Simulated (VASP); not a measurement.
# CuI (Marshite): GW quasiparticle gap, part 3 of 3

Aim: the quasiparticle gap of CuI (Marshite), and what it costs to get it. The cell is of the zinc-blende type, one of the forms listed for this formula. The start is a cell from a database of measured crystal structures.

VASP 6.6.1, plane waves and PAW; the level of theory is named at each step.

So far, quasiparticle gap on the mesh (eV): step 4 (G0W0, ENCUTGW 100, bands in the sums 128) 2.27; step 6 (G0W0, ENCUTGW 140, bands in the sums 216) 2.18.

The database entry behind the starting cell differs from later determinations by our own check (about 0.15 % long (mineral sample)), so it need not match the best structure at ambient conditions.

### Step 8. G0W0, ENCUTGW 180, bands in the sums 312

This step: G0W0 on PBE; plane waves and PAW (Cu_GW, I_GW) (VASP 6.6.1).

ENCUTGW rises to 180 eV and the bands with it, to about the number of plane waves under that cutoff.

File INCAR:

```
SYSTEM = CuI
PREC = Accurate
ENCUT = 440
ISMEAR = 0
SIGMA = 0.01
LREAL = .FALSE.
GGA = PE
NBANDS = 312
LASPH = .TRUE.
ALGO = EVGW0
NELMGW = 1
ENCUTGW = 180
NOMEGA = 48
PRECFOCK = Fast
NBANDSGW = 24
LWAVE = .FALSE.
LCHARG = .FALSE.
```

File POSCAR:

```
CuI
1.0
    0.0000000000      3.0315000000      3.0315000000
    3.0315000000      0.0000000000      3.0315000000
    3.0315000000      3.0315000000      0.0000000000
Cu I
1 1
Direct
    0.2500000000      0.2500000000      0.2500000000
    0.0000000000      0.0000000000      0.0000000000
```

File KPOINTS:

```
Automatic mesh
0
Gamma
6 6 6
0 0 0
```

Potentials, in the order of the species: Cu_GW and I_GW (PBE family, release 64).

Run with:

```bash
$ mpirun -np 8 vasp_std
```

Log:

```text
[banner, memory and clock lines left out]
running    8 mpi-ranks, on    1 nodes
[...]
[... a notice as in an earlier step ...]

|                                                                             |
|           W    W    AA    RRRRR   N    N  II  N    N   GGGG   !!!           |
|           W    W   A  A   R    R  NN   N  II  NN   N  G    G  !!!           |
|           W    W  A    A  R    R  N N  N  II  N N  N  G       !!!           |
|           W WW W  AAAAAA  RRRRR   N  N N  II  N  N N  G  GGG   !            |
|           WW  WW  A    A  R   R   N   NN  II  N   NN  G    G                |
|           W    W  A    A  R    R  N    N  II  N    N   GGGG   !!!           |
|                                                                             |
|     The default for ENCUTGWSOFT is different in this version of VASP.       |
|     please manually set ENCUTGWSOFT =180 in the INCAR file.                 |
|                                                                             |

[...]
total number of BLAS operations      23420.15 Gflops
NQ=  12   -0.3333    0.3333    0.0000,
|.........|.........|.........|.........|.........|.........|.........|.........
 performed      34617000 updates of chi_q(r,r)
 total number of BLAS operations      25898.64 Gflops
NQ=  13    0.5000    0.5000    0.0000,
|.........|.........|.........|.........|.........|.........|.........|.........
 performed      36483000 updates of chi_q(r,r)
 total number of BLAS operations      27260.84 Gflops
NQ=  14    0.5000    0.3333    0.1667,
|.........|.........|.........|.........|.........|.........|.........|.........
 performed      40656000 updates of chi_q(r,r)
 total number of BLAS operations      30366.58 Gflops
NQ=  15   -0.3333    0.3333    0.1667,
|.........|.........|.........|.........|.........|.........|.........|.........
 performed      44589000 updates of chi_q(r,r)
 total number of BLAS operations      33274.84 Gflops
NQ=  16   -0.3333    0.5000    0.1667,
|.........|.........|.........|.........|.........|.........|.........|.........
 performed      47848000 updates of chi_q(r,r)
 total number of BLAS operations      35684.84 Gflops
 resolving degeneracies of screened two electron integrals

 calculate QP shifts <psi_nk| G(iteration)W_0 |psi_nk>: iteration 1
 entering main loop
[key lines of the parts left out:]
E-fermi :   4.5210
```

Elapsed: 6.2 min, on 8 MPI ranks of Intel Xeon 6975P-C (Granite Rapids), shared host; peak memory 4.2 GiB; 40 min of CPU time.

From OUTCAR (step 8):

```text
 QP shifts <psi_nk| G(iteration)W_0 |psi_nk>: iteration 1
 for sc-GW calculations column KS-energies equals QP-energies in previous step
 and V_xc(KS)=  KS-energies - (<T + V_ion + V_H > + <T+V_H+V_ion>^1  + <V_x>^1)
 k-point   1 :       0.0000    0.0000    0.0000
  band No.  KS-energies  QP-energies   sigma(KS)   V_xc(KS)     V^pw_x(r,r')   Z            occupation Imag(sigma)
    ...
      6       2.1170       1.3468     -20.0928     -18.8732     -28.3566       0.6315       2.0000       0.0410
      7       3.9648       3.1657     -18.1313     -17.0007     -22.9810       0.7068       2.0000      -0.0256
      8       3.9648       3.1657     -18.1313     -17.0007     -22.9810       0.7068       2.0000      -0.0256
      9       3.9648       3.1657     -18.1313     -17.0007     -22.9810       0.7068       2.0000      -0.0256
     10       5.0771       5.2863      -9.0543      -9.3204      -5.1192       0.7860       0.0000      -0.1483
     11       8.8508       8.9985      -9.0824      -9.2746      -4.8207       0.7684       0.0000      -0.1228
     12       8.8508       8.9985      -9.0824      -9.2746      -4.8207       0.7684       0.0000      -0.1228
     13       8.8508       8.9985      -9.0824      -9.2746      -4.8207       0.7684       0.0000      -0.1228
    ...

[... 1 part as in an earlier step ...]

[... 2 further parts left out ...]
[key lines of the parts left out:]
E-fermi :   4.5210
```

The gap is now 2.121 eV, -57 meV against the GW run before. Spin-orbit coupling is left out.

### Step 9. Empty bands

This step: PBE; plane waves and PAW (Cu_GW, I_GW) (VASP 6.6.1).

The empty bands are made again, for the run that follows.

File INCAR:

```
SYSTEM = CuI
PREC = Accurate
ENCUT = 440
ISMEAR = 0
SIGMA = 0.01
LREAL = .FALSE.
GGA = PE
NBANDS = 416
LASPH = .TRUE.
ALGO = Exact
NELM = 1
LWAVE = .TRUE.
LCHARG = .FALSE.
LOPTICS = .TRUE.
NEDOS = 1000
CSHIFT = 0.1
```

POSCAR is that of step 8.

KPOINTS is that of step 8.

Run with:

```bash
$ mpirun -np 8 vasp_std
```

Log:

```text
[banner, memory and clock lines left out]
running    8 mpi-ranks, on    1 nodes
[...]
[... a notice as in an earlier step ...]

 LDA part: xc-table for (Slater+PW92), standard interpolation
 found WAVECAR, reading the header
  number of bands has changed, file:    15 present:   416
  trying to continue reading WAVECAR, but it might fail
 POSCAR, INCAR and KPOINTS ok, starting setup
[...]
reading WAVECAR
 random initialization beyond band           15
 the WAVECAR file was read successfully
 initial charge from wavefunction
 entering main loop
       N       E                     dE             d eps       ncg     rms          rms(c)
[... 1 cycle as in an earlier step ...]
   1 F= -.55753589E+01 E0= -.55753589E+01  d E =-.249069-119
 writing wavefunctions
 optical routines
 imaginary and real dielectric function
 recalculating local potential from charge density
 direction            1
 direction            2
 direction            3
```

It took 9.2 s on 8 MPI ranks; peak memory 1.7 GiB; 60 s of CPU time.

Parts of OUTCAR (step 9):

```text
  Total        0.0086614      0.0086614      0.0086614      0.0000000     -0.0000000      0.0000000
  in kB        0.2490545      0.2490545      0.2490545      0.0000000     -0.0000000      0.0000000
  external PRESSURE =       0.2490545 kB  Pullay stress =       0.0000000 kB

 POSITION                                       TOTAL-FORCE (eV/Angst)
 -----------------------------------------------------------------------------------
      1.51575      1.51575      1.51575        -0.000000     -0.000000     -0.000000
      0.00000      0.00000      0.00000         0.000000      0.000000      0.000000
 -----------------------------------------------------------------------------------
    total drift:                                0.000002      0.000002      0.000002

[... 3 parts as in an earlier step ...]

[... 2 further parts left out ...]
[key lines of the parts left out:]
E-fermi :   4.1279
```

WAVECAR now holds 416 bands for 18 electrons.

### Step 10. G0W0, ENCUTGW 220, bands in the sums 416

This step: G0W0 on PBE; plane waves and PAW (Cu_GW, I_GW) (VASP 6.6.1).

ENCUTGW rises to 220 eV and the bands with it, to about the number of plane waves under that cutoff.

File INCAR:

```
SYSTEM = CuI
PREC = Accurate
ENCUT = 440
ISMEAR = 0
SIGMA = 0.01
LREAL = .FALSE.
GGA = PE
NBANDS = 416
LASPH = .TRUE.
ALGO = EVGW0
NELMGW = 1
ENCUTGW = 220
NOMEGA = 48
PRECFOCK = Fast
NBANDSGW = 24
LWAVE = .FALSE.
LCHARG = .FALSE.
```

POSCAR is that of step 9.

KPOINTS is that of step 9.

Run with:

```bash
$ mpirun -np 8 vasp_std
```

Log:

```text
[banner, memory and clock lines left out]
running    8 mpi-ranks, on    1 nodes
[...]
[... a notice as in an earlier step ...]

|                                                                             |
|           W    W    AA    RRRRR   N    N  II  N    N   GGGG   !!!           |
|           W    W   A  A   R    R  NN   N  II  NN   N  G    G  !!!           |
|           W    W  A    A  R    R  N N  N  II  N N  N  G       !!!           |
|           W WW W  AAAAAA  RRRRR   N  N N  II  N  N N  G  GGG   !            |
|           WW  WW  A    A  R   R   N   NN  II  N   NN  G    G                |
|           W    W  A    A  R    R  N    N  II  N    N   GGGG   !!!           |
|                                                                             |
|     The default for ENCUTGWSOFT is different in this version of VASP.       |
|     please manually set ENCUTGWSOFT =220 in the INCAR file.                 |
|                                                                             |

[...]
total number of BLAS operations      56986.35 Gflops
NQ=  12   -0.3333    0.3333    0.0000,
|.........|.........|.........|.........|.........|.........|.........|.........
 performed      46297000 updates of chi_q(r,r)
 total number of BLAS operations      62622.59 Gflops
NQ=  13    0.5000    0.5000    0.0000,
|.........|.........|.........|.........|.........|.........|.........|.........
 performed      48797000 updates of chi_q(r,r)
 total number of BLAS operations      66018.75 Gflops
NQ=  14    0.5000    0.3333    0.1667,
|.........|.........|.........|.........|.........|.........|.........|.........
 performed      54373000 updates of chi_q(r,r)
 total number of BLAS operations      73627.52 Gflops
NQ=  15   -0.3333    0.3333    0.1667,
|.........|.........|.........|.........|.........|.........|.........|.........
 performed      59629000 updates of chi_q(r,r)
 total number of BLAS operations      80904.91 Gflops
NQ=  16   -0.3333    0.5000    0.1667,
|.........|.........|.........|.........|.........|.........|.........|.........
 performed      63986000 updates of chi_q(r,r)
 total number of BLAS operations      86996.44 Gflops
 resolving degeneracies of screened two electron integrals

 calculate QP shifts <psi_nk| G(iteration)W_0 |psi_nk>: iteration 1
 entering main loop
[key lines of the parts left out:]
E-fermi :   4.5210
```

The job ended after 9.8 min (8 MPI ranks; peak memory 5.4 GiB; 63 min of CPU time).

OUTCAR, selected parts (step 10):

```text
 QP shifts <psi_nk| G(iteration)W_0 |psi_nk>: iteration 1
 for sc-GW calculations column KS-energies equals QP-energies in previous step
 and V_xc(KS)=  KS-energies - (<T + V_ion + V_H > + <T+V_H+V_ion>^1  + <V_x>^1)
 k-point   1 :       0.0000    0.0000    0.0000
  band No.  KS-energies  QP-energies   sigma(KS)   V_xc(KS)     V^pw_x(r,r')   Z            occupation Imag(sigma)
    ...
      6       2.1170       1.3228     -20.1322     -18.8732     -28.3566       0.6309       2.0000      -0.0031
      7       3.9648       3.1295     -18.1840     -17.0007     -22.9810       0.7060       2.0000      -0.0495
      8       3.9648       3.1295     -18.1840     -17.0007     -22.9810       0.7060       2.0000      -0.0495
      9       3.9648       3.1295     -18.1840     -17.0007     -22.9810       0.7060       2.0000      -0.0495
     10       5.0771       5.2398      -9.1133      -9.3204      -5.1192       0.7858       0.0000      -0.1297
     11       8.8508       8.9741      -9.1142      -9.2746      -4.8207       0.7683       0.0000      -0.1429
     12       8.8508       8.9741      -9.1142      -9.2746      -4.8207       0.7683       0.0000      -0.1429
     13       8.8508       8.9741      -9.1142      -9.2746      -4.8207       0.7683       0.0000      -0.1429
    ...

[... 1 part as in an earlier step ...]

[... 2 further parts left out ...]
[key lines of the parts left out:]
E-fermi :   4.5210
```

The gap is now 2.110 eV, -10 meV against the GW run before. Spin-orbit coupling is left out.

### Step 11. Summary

This step: GW series: G0W0 on PBE; plane waves and PAW (VASP 6.6.1).

Derived from the runs above.

Numbers from this step:

```
gap extrapolated to a complete basis        : 2.032 eV
direct gap extrapolated to a complete basis : 2.032 eV
```

Cost is wall time times ranks on a shared host, with the step that makes the empty bands. GW runs:

```
level  bands  ENCUTGW (eV)  NOMEGA  k mesh  starting gap (eV)  quasiparticle gap (eV)  direct gap (eV)  cost (core minutes)
 G0W0    128           100      48   6x6x6              1.112                   2.275            2.275                19.52
 G0W0    216           140      48   6x6x6              1.112                   2.178            2.178                   32
 G0W0    312           180      48   6x6x6              1.112                   2.121            2.121                50.88
 G0W0    416           220      48   6x6x6              1.112                    2.11             2.11                79.24
```

### Step 12. Results

| Quantity | Value |
| --- | --- |
| G0W0 on PBE, 416 bands, ENCUTGW 220 eV, NOMEGA 48, mesh 6×6×6 | 1.112 → 2.110 eV |
| G0W0 on PBE, 128 bands, ENCUTGW 100 eV, NOMEGA 48, mesh 6×6×6 | 1.112 → 2.275 eV |
| gap at a complete basis (linear in ENCUTGW^-3/2) | 2.03 eV |

In words: G0W0 gives a quasiparticle gap of 2.110 eV on the mesh, 1.00 eV over the PBE gap on the same mesh. On mesh and path the starting valence top lies at Γ and the conduction bottom at Γ, so the starting gap is direct. Both points lie on the GW mesh. The steps of the series move the gap by -97, -57, -10 meV; the last costs 1.6 times the one before. The last step lies within a tolerance of 30 meV, picked for this account, and the last two together move the gap by -67 meV. Extrapolated from the last three points to a complete basis, the gap is 2.03 eV, -78 meV from the dearest run. The extrapolation removes the error of the response basis alone, at this mesh, ENCUT and data set. In Cu_GW the d shell is in the valence without all the semicore s and p states of the same shell; those stay frozen in the core, and how far that moves the GW gap wasn't tested here. Spin-orbit coupling is left out; with Cu and I in the cell it can split or shift band edges, by an amount that depends on which atoms form them and isn't tested here. Not tabulated here, as repeats of values shown or as unfit to read for their mesh, reference level or band range: eps2 curves (empty bands); eps1 curves and static values (empty bands); gaps (empty bands).

[Lines on the potential files, build, host, timing and source positions are cut from VASP's logs without a mark.]

[Logs are printed without paths, hosts, clocks, repeated set-up lines and the standing remarks that a program may print on its own settings, such as how far it seeks lower states.]

[Hosts, paths, dates, database ids (printed as entryN), source tags and the programs' standing remarks are cut or masked in the printed files.]

[Pressures printed for these runs are not shown converged in the cutoff: they can be off by several GPa and have the wrong sign.]
